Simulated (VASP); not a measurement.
Input of a VASP 6.6.1 run:

INCAR

```
SYSTEM = Ca3AsP
ALGO = Normal
EDIFF = 1E-6
ENCUT = 520
GGA = PE
ISIF = 2
ISMEAR = 0
LASPH = .TRUE.
LCHARG = .FALSE.
LREAL = .FALSE.
LWAVE = .FALSE.
NBANDS = 28
NELM = 100
PREC = Accurate
SIGMA = 0.05
```

File KPOINTS:

```
k-points
0
G
  4 4 4
  0 0 0
```

File POSCAR:

```
Ca3AsP
1.0
    6.0000000000      0.0000000000      0.0000000000
    0.0000000000      6.0000000000      0.0000000000
    0.0000000000      0.0000000000      6.0000000000
P As Ca
1 1 3
Direct
    0.0000000000      0.0000000000      0.0000000000
    0.5000000000      0.5000000000      0.5000000000
    0.5000000000      0.5000000000      0.0000000000
    0.5000000000      0.0000000000      0.5000000000
    0.0000000000      0.5000000000      0.5000000000
```

Potentials or basis: VASP PAW PBE potentials, release 64 (P, As, Ca_sv).

The run is started by

```sh
$ cat potpaw_PBE.64/P/POTCAR potpaw_PBE.64/As/POTCAR potpaw_PBE.64/Ca_sv/POTCAR > POTCAR
$ mpirun -np 1 vasp_std > vasp.out
```

Problem. What does it give for the band gap on the k mesh?

Solution. None (metal or under the smearing width).

Problem. What does it give for the pressure?

Solution. -5.9 GPa.
